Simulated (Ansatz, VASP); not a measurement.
TlCuS3: VASP beside Ansatz

```
Tl Cu S
1.0
     4.69703    0.00000    0.00000
     0.00000    4.69703    0.00000
     0.00000    0.00000    4.69703
Tl Cu S
1 1 3
Direct
  0.50000 0.50000 0.50000
  0.00000 0.00000 0.00000
  0.50000 0.00000 0.00000
  0.00000 0.50000 0.00000
  0.00000 0.00000 0.50000
```

Alike in both runs: functional PBE; k mesh 8 × 8 × 8; occupations gaussian, width 0.1 eV; no spin polarisation.

Ansatz relaxed the structure, and its values are those at the end. VASP's run is a single point on that final structure, the one shown.

|  | VASP | Ansatz |
| --- | --- | --- |
| version | VASP 6.6.1 | Ansatz 0.2.0 |
| potentials or method | VASP PAW PBE potentials, release 64 (Tl_d, Cu, S) | scalar-relativistic, plane waves, PAW |
| plane-wave cutoff (eV) | 520 | 420 |
| valence electrons in the cell | 42 | 50 |

```csv
,VASP,Ansatz,Ansatz less VASP
gap on the k mesh at the Fermi level (eV),none,none,-
pressure (GPa),0.0,0.0,-0.01
```

A gap of «none» marks a metal or a gap that the smearing closes. The two sets of potentials don't hold the same shells in valence.

Caveats: the run has no spin polarisation, though such a crystal can be magnetic. With open d or f shells a metallic result of PBE can be an artefact of self-interaction; +U or a hybrid may open a gap. Spin-orbit coupling is left out, which matters for the levels of Tl.
